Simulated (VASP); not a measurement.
Output of a VASP run:

File OSZICAR:
```
       N       E                     dE             d eps       ncg     rms          rms(c)
DAV:   1     0.799898069498E+02    0.79990E+02   -0.11384E+04  2104   0.138E+03
DAV:   2    -0.870374868814E+02   -0.16703E+03   -0.16621E+03  2648   0.425E+02
DAV:   3    -0.969098117831E+02   -0.98723E+01   -0.98645E+01  2368   0.959E+01
DAV:   4    -0.973105741361E+02   -0.40076E+00   -0.40087E+00  2520   0.233E+01
DAV:   5    -0.973248432821E+02   -0.14269E-01   -0.14365E-01  2552   0.448E+00    0.232E+01
DAV:   6    -0.929155821563E+02    0.44093E+01   -0.16903E+00  2432   0.213E+01    0.125E+01
DAV:   7    -0.925435331324E+02    0.37205E+00   -0.16978E+00  2440   0.143E+01    0.180E+00
DAV:   8    -0.929002832923E+02   -0.35675E+00   -0.11730E+00  1952   0.996E+00    0.147E+00
DAV:   9    -0.928491317301E+02    0.51152E-01   -0.19942E-01  2312   0.305E+00    0.850E-01
DAV:  10    -0.929133526049E+02   -0.64221E-01   -0.10363E-01  2144   0.166E+00    0.174E-01
DAV:  11    -0.929068419809E+02    0.65106E-02   -0.10520E-02  2896   0.908E-01    0.352E-01
DAV:  12    -0.929133461432E+02   -0.65042E-02   -0.18921E-02  1960   0.102E+00    0.523E-02
DAV:  13    -0.929151783528E+02   -0.18322E-02   -0.21407E-03  2440   0.354E-01    0.791E-02
DAV:  14    -0.929150887260E+02    0.89627E-04   -0.83374E-05  2320   0.986E-02    0.535E-02
DAV:  15    -0.929150283280E+02    0.60398E-04   -0.15532E-04  2400   0.139E-01    0.129E-02
DAV:  16    -0.929151116472E+02   -0.83319E-04   -0.62560E-05  1936   0.705E-02    0.182E-02
DAV:  17    -0.929151368444E+02   -0.25197E-04   -0.20864E-05  2496   0.466E-02    0.494E-03
DAV:  18    -0.929151440620E+02   -0.72176E-05   -0.15889E-06  2040   0.145E-02    0.166E-03
DAV:  19    -0.929151427477E+02    0.13143E-05   -0.40052E-07  1928   0.621E-03    0.788E-04
DAV:  20    -0.929151421617E+02    0.58599E-06   -0.28587E-07  1648   0.589E-03    0.645E-04
DAV:  21    -0.929151406507E+02    0.15110E-05   -0.85786E-08  1504   0.305E-03    0.371E-04
DAV:  22    -0.929151404547E+02    0.19602E-06   -0.13479E-08  1328   0.243E-03    0.130E-04
DAV:  23    -0.929151406671E+02   -0.21243E-06   -0.57580E-09  1336   0.132E-03    0.178E-04
DAV:  24    -0.929151404723E+02    0.19488E-06   -0.36569E-09  1216   0.129E-03    0.169E-04
DAV:  25    -0.929151406041E+02   -0.13188E-06   -0.23373E-09  1224   0.832E-04    0.149E-05
DAV:  26    -0.929151405715E+02    0.32680E-07   -0.13912E-09  1152   0.842E-04
   1 F= -.92915141E+02 E0= -.92915141E+02  d E =0.000000E+00
       N       E                     dE             ncg
       N       E                     dE             ncg
```

File OUTCAR:
```
------------------------ aborting loop because EDIFF is reached ----------------------------------------
  FORCE on cell =-STRESS in cart. coord.  units (eV):
  Direction    XX          YY          ZZ          XY          YZ          ZX
  --------------------------------------------------------------------------------------
  Total        0.0120725      0.0120725      0.0120725     -0.0000000      0.0000000      0.0000000
  in kB        0.3172904      0.3172904      0.3172904     -0.0000000      0.0000000      0.0000000
  external PRESSURE =       0.3172904 kB  Pullay stress =       0.0000000 kB
  volume of cell :       60.96
      direct lattice vectors                 reciprocal lattice vectors
     0.000000000  3.123733207  3.123733207    -0.160064886  0.160064886  0.160064886
     3.123733207  0.000000000  3.123733207     0.160064886 -0.160064886  0.160064886
     3.123733207  3.123733207  0.000000000     0.160064886  0.160064886 -0.160064886
 POSITION                                       TOTAL-FORCE (eV/Angst)
 -----------------------------------------------------------------------------------
      0.00000      0.00000      0.00000        -0.000000      0.000000     -0.000000
      3.12373      3.12373      3.12373         0.000000     -0.000000      0.000000
 -----------------------------------------------------------------------------------
    total drift:                                0.000000      0.000000      0.000000
  FREE ENERGIE OF THE ION-ELECTRON SYSTEM (eV)
  ---------------------------------------------------
  free  energy   TOTEN  =       -92.9151405715 eV

  energy  without entropy=      -92.9151405715  energy(sigma->0) =      -92.91514057

 total charge

# of ion       s       p       d       tot
------------------------------------------
    1        0.314   6.550   1.099   7.963
    2        1.382   1.845   9.863  13.090
--------------------------------------------------
tot          1.696   8.395  10.962  21.053
```
(Selected blocks of OUTCAR.)

POSCAR:
```
HoBi
1
   -0.0000000000     3.1237332074     3.1237332074
    3.1237332074    -0.0000000000     3.1237332074
    3.1237332074     3.1237332074    -0.0000000000
Ho Bi
1 1
Direct
  0.0000000000   0.0000000000   0.0000000000
  0.5000000000   0.5000000000   0.5000000000
```

Write an INCAR and KPOINTS that could have produced this output.

One answer among several that fit: the input of the run itself, r2SCAN+rVV10, plane waves, VASP's PBE PAW potentials (set 64).

INCAR:
```
LCHARG = .FALSE.
LWAVE = .FALSE.
EDIFF = 1E-7   # SCF stop (eV)
NELM = 100
LMIXTAU = .TRUE.
ISIF = 2   # forces and stress, cell fixed
CPARAM = 0.0093
LUSE_VDW = .TRUE.
METAGGA = R2SCAN
BPARAM = 11.95
LREAL = .FALSE.
ALGO = Normal   # blocked Davidson
NEDOS = 601   # DOS grid
ENCUT = 400
LMAXMIX = 6   # l cut-off of mixed one-centre charges
LASPH = .TRUE.
ISMEAR = -5
LORBIT = 11   # lm-projected
SYSTEM = HoBi
PREC = Accurate
```

KPOINTS:
```
kpoints
0
Gamma
  11 11 11
0 0 0
```

### KPOINTS_OPT
```
k-points along high-symmetry lines
10
Line-mode
Reciprocal
  0.000000   0.000000   0.000000 ! GAMMA
  0.500000   0.000000   0.500000 ! X

  0.500000   0.000000   0.500000 ! X
  0.625000   0.250000   0.625000 ! U

  0.375000   0.375000   0.750000 ! K
  0.000000   0.000000   0.000000 ! GAMMA

  0.000000   0.000000   0.000000 ! GAMMA
  0.500000   0.500000   0.500000 ! L

  0.500000   0.500000   0.500000 ! L
  0.500000   0.250000   0.750000 ! W

  0.500000   0.250000   0.750000 ! W
  0.500000   0.000000   0.500000 ! X
```

POTCAR, in this order: Ho_3 Bi_d (PBE.64 set). Program: vasp_std.

The 4f electrons are frozen in the core of the lanthanide potential, so 4f levels, which can set the real gap, and their magnetism are missing. For a metal the tetrahedron method with Blöchl corrections gives inexact stress and forces.

The structure comes from a measured HoBi entry (Fm-3m) of the Crystallography Open Database, whose conditions weren't checked. It was relaxed first.
